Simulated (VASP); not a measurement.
## MgH2: transverse stress against strain

MgH2 (rutile, P4_2/mnm, 10.155 Å³/atom and stress up to 0.11 GPa in the relaxed cell, c along z) under an equal strain ε along x and y, with z held. PBE in VASP (plane waves, PAW), 480 eV, 8×8×10 Γ-centred mesh, Gaussian smearing 0.05 eV; ions are relaxed, or left where forces stay under 0.02 eV/Å, within the symmetry of each cell. Stress is positive for a compressed cell.

Here s stands for strain and y for stress zz.

| strain (%) | stress zz (GPa) |
|---|---|
| -3.00 | ? |
| -1.50 | 1.10 |
| -1.00 | 0.75 |
| -0.50 | 0.42 |
| 0.00 | 0.11 |
| 1.50 | -0.72 |

Q: Using a straight line, estimate the missing y at s = -3.00 from the other rows, showing the fit.

A: Means: s -0.30000, y 0.332. About the means, the sum of products is -3.1920 and the sum of squares of s is 5.3000; the slope is their ratio. Least squares gives y = 0.151 - 0.6023·s. Residuals (row less fit): 0.046, -0.003, -0.032, -0.041, 0.032; standard error 0.044 (degrees of freedom: 3). The slope gives the elastic constant 2C13 = 60 ± 2 GPa (± standard error of the fit, which holds the terms cut off). At the withheld row, y = 0.151 - 0.6023 × (-3.0) = 1.958 GPa. The calculation gives 2.24 GPa, 0.282 GPa above the prediction (9.5 % of the range of y in the table). The row lies outside the fitted rows, so this is an extrapolation. From the scatter of the fitted rows alone, a prediction at this place has a standard error of 0.071 GPa, so the miss is 4.0 times that.

A polynomial of degree 2 through the 10 other runs of the series gives 2.22 there, so most of the miss is curvature that the fit leaves out. Rows are the converged runs of the series near zero and its far end, less any whose ions stayed unrelaxed beside relaxed ones; series whose fitted rows scatter by over a few per cent of the range, as at a crossing or softening among them, aren't shown in this form. Most that stay on the fit to the last digits aren't either.
